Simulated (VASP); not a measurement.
GdN:

```
CELL_PARAMETERS angstrom
2.58500 2.58500 5.17000
5.17000 2.58500 2.58500
2.58500 5.17000 2.58500
ATOMIC_POSITIONS crystal
Gd 0.00000 0.00000 0.00000
Gd 0.50000 0.50000 0.50000
N 0.25000 0.25000 0.25000
N 0.75000 0.75000 0.75000
```

The cell comes from a database or a generator and needn't be the stable form of this composition.

Base run:

- Program: VASP 6.6.1
- Functional: PBE
- Potentials or basis: VASP PAW PBE potentials, release 64 (Gd, N)
- Cutoff: 520 eV
- k mesh: 7 × 7 × 7
- Occupations: fermi-dirac, width 0.05 eV
- Spin: collinear spin, antiferromagnetic start
- Starting moments: [7.0, -7.0, 0.0, 0.0] μB
- Hubbard terms: Gd f U = 6 eV

Its results: band gap on the k mesh 0.35 eV; pressure -11.7 GPa; net moment 0.00 μB per cell; site moments Gd +6.87, -6.87; N +0.00 μB.

The run is repeated on the same cell with these changes: spin from collinear spin, antiferromagnetic start to collinear spin, ferromagnetic start; moments at the start from [7.0, -7.0, 0.0, 0.0] to [7.0, 7.0, 0.0, 0.0]. What comes out?

Band gap on the k mesh none (metal or under the smearing width); pressure -11.8 GPa; net moment 14.00 μB per cell; site moments Gd +6.87; N -0.11 μB.

Caveats: spin-orbit coupling is left out, which moves the levels of the heavy elements; an odd mesh through Γ misses points on the zone boundary, where band edges often lie (some runs).

Not every run made on this cell is shown here.
